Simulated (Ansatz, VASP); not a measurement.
## Two plane-wave programs on KGe3Pb

```xyz
5
Lattice="5.6388 0.0000 0.0000 0.0000 5.6388 0.0000 0.0000 0.0000 5.6388" Properties=species:S:1:pos:R:3 pbc="T T T"
K     0.0000    0.0000    0.0000
Ge    0.0000    2.8194    2.8194
Ge    2.8194    0.0000    2.8194
Ge    2.8194    2.8194    0.0000
Pb    2.8194    2.8194    2.8194
```

Alike in both runs: functional PBE; k mesh 4 × 4 × 4; occupations gaussian, width 0.1 eV; no spin polarisation.

Ansatz relaxed the structure, and its values are those at the end. VASP's run is a single point on that final structure, the one shown.

|  | VASP | Ansatz |
| --- | --- | --- |
| version | VASP 6.6.1 | Ansatz 0.2.0 |
| potentials or method | VASP PAW PBE potentials, release 64 (K_sv, Ge_d, Pb_d) | scalar-relativistic, plane waves, PAW |
| plane-wave cutoff (eV) | 520 | 420 |
| valence electrons in the cell | 65 | 65 |

```csv
,VASP,Ansatz,Ansatz less VASP
gap on the k mesh at the Fermi level (eV),none,none,-
pressure (GPa),0.0,0.0,+0.01
```

A gap of «none» marks a metal or a gap that the smearing closes. The functional is the same, so the differences come from potentials, cutoffs and numerics.

Spin-orbit coupling is left out, which matters for the levels of Pb.
